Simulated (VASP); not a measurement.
These are PBEsol GGA, VASP's PBE PAW potentials (set 64) (plane waves; VASP 6.6.1) values and carry that method's errors.

Input for VASP

POSCAR:
```
HgZn3Te4
1.0
 -0.0017724226   6.1774604148   6.1782754662
  6.1774604148  -0.0017724226   6.1782754662
  3.0878439961   3.0878439961   0.0000000000
Zn Te Hg
3 4 1
Cartesian
  3.0878439964   3.0878439964   0.0106793147
  6.1632599421   3.1002720456   3.0911311815
  3.1002720456   6.1632599421   3.0911311815
  1.5439219984   1.5439219984   1.5448349093
  4.6972682081   1.4784197841   4.5677776741
  1.4784197841   4.6972682081   4.5677776741
  4.6317659945   4.6317659945   7.8607304631
  3.0878439958   3.0878439958   6.1573149327
```

File KPOINTS:
```
k-points along high-symmetry lines
8
Line-mode
Reciprocal
  0.000000   0.000000   0.000000 ! GAMMA
 -0.500000  -0.500000   0.000000 ! Y

 -0.500000  -0.500000   0.000000 ! Y
 -0.625000  -0.375000   0.000000 ! C_0

 -0.375000   0.375000   0.000000 ! SIGMA_0
  0.000000   0.000000   0.000000 ! GAMMA

  0.000000   0.000000   0.000000 ! GAMMA
  0.500000   0.500000   0.500000 ! Z

  0.500000   0.500000   0.500000 ! Z
  0.125000   0.875000   0.500000 ! A_0

 -0.125000   0.125000   0.500000 ! E_0
  0.000000   0.000000   0.500000 ! T

  0.000000   0.000000   0.500000 ! T
 -0.500000  -0.500000   0.000000 ! Y

  0.000000   0.000000   0.000000 ! GAMMA
 -0.500000   0.000000   0.000000 ! S

 -0.500000   0.000000   0.000000 ! S
  0.000000   0.500000   0.500000 ! R

  0.000000   0.500000   0.500000 ! R
  0.500000   0.500000   0.500000 ! Z

  0.500000   0.500000   0.500000 ! Z
  0.000000   0.000000   0.500000 ! T
```

### INCAR
```
LORBIT  =  11
LCHARG  =  F
LWAVE  =  F
LREAL  =  F   # projection in real space or not
EDIFF  =  1E-7   # SCF stop (eV)
ISMEAR  =  0   # Gaussian
LMAXMIX  =  6   # l cut-off of mixed one-centre charges
SYSTEM  =  HgZn3Te4
LASPH  =  T   # aspherical one-centre terms
SIGMA  =  0.05
PREC  =  Accurate
GGA  =  PS
ENCUT  =  400   # plane-wave cut-off (eV)
NELM  =  100   # most electronic steps
ALGO  =  Normal   # blocked Davidson
ICHARG  =  11   # fixed density
```

POTCAR, in this order: Zn Te Hg (PBE.64 set). Program: vasp_std. Read from the step before: CHGCAR.

Output

### OSZICAR
```
       N       E                     dE             d eps       ncg     rms          rms(c)
DAV:   1     0.463070076187E+03    0.46307E+03   -0.27503E+04  7568   0.141E+03
DAV:   2     0.253431186849E+02   -0.43773E+03   -0.42632E+03  7859   0.346E+02
DAV:   3    -0.194440949815E+02   -0.44787E+02   -0.43937E+02  8776   0.115E+02
DAV:   4    -0.207733560072E+02   -0.13293E+01   -0.13251E+01  8556   0.186E+01
DAV:   5    -0.208057971795E+02   -0.32441E-01   -0.32436E-01  9428   0.259E+00
DAV:   6    -0.208062721921E+02   -0.47501E-03   -0.47500E-03  8641   0.340E-01
DAV:   7    -0.208062898019E+02   -0.17610E-04   -0.17609E-04  9761   0.592E-02
DAV:   8    -0.208062904001E+02   -0.59815E-06   -0.59812E-06  8355   0.104E-02
DAV:   9    -0.208062904308E+02   -0.30674E-07   -0.30660E-07  6997   0.214E-03
   1 F= -.20806290E+02 E0= -.20806290E+02  d E =-.107806E-12
```

OUTCAR:
```
 val. band max:        3.2389872999   @ k =   0.0000   0.0000   0.0000

 cond. band min:       3.7483582386   @ k =   0.0000   0.0000   0.0000



 k-point     1 :       0.0000    0.0000    0.0000
  band No.  band energies     occupation
      1      -8.8031      2.00000
      2      -8.0059      2.00000
      3      -7.9734      2.00000
      4      -7.6978      2.00000
      5      -3.9385      2.00000
      6      -3.9343      2.00000
      7      -3.9332      2.00000
      8      -3.8773      2.00000
      9      -3.8686      2.00000
     10      -3.8653      2.00000
     11      -3.8642      2.00000
     12      -3.8511      2.00000
     13      -3.7551      2.00000
     14      -3.7520      2.00000
     15      -3.6999      2.00000
     16      -3.6944      2.00000
     17      -3.6750      2.00000
     18      -3.6713      2.00000
     19      -3.6434      2.00000
     20      -3.5426      2.00000
     21      -3.5225      2.00000
     22      -3.4140      2.00000
     23      -3.3848      2.00000
     24      -3.2853      2.00000
     25      -2.3548      2.00000
     26      -2.1171      2.00000
     27      -2.0135      2.00000
     28       0.8269      2.00000
     29       0.8594      2.00000
     30       2.0037      2.00000
     31       2.1258      2.00000
     32       2.1335      2.00000
     33       2.2580      2.00000
     34       3.1038      2.00000
     35       3.1210      2.00000
     36       3.2390      2.00000
     37       3.7484      0.00000
     38       4.3381      0.00000
     39       4.7469      0.00000
     40       5.2359      0.00000
     41       5.4867      0.00000
     42       7.3859      0.00000
     43       7.4001      0.00000

 k-point     2 :      -0.0714   -0.0714    0.0000
  band No.  band energies     occupation
      1      -8.7919      2.00000
      2      -8.0066      2.00000
      3      -7.9751      2.00000
      4      -7.7142      2.00000
      5      -3.9366      2.00000
      6      -3.9345      2.00000
...
```

The density is held fixed in this step, so its total energy and stress have no physical meaning. Unless said otherwise, spin-orbit coupling is left out, though it shifts the bands of the heavy elements here.

The structure was generated: HgZn3Te4 was put into an ordered model structure (Amm2), which need not be its known phase. It was relaxed first.
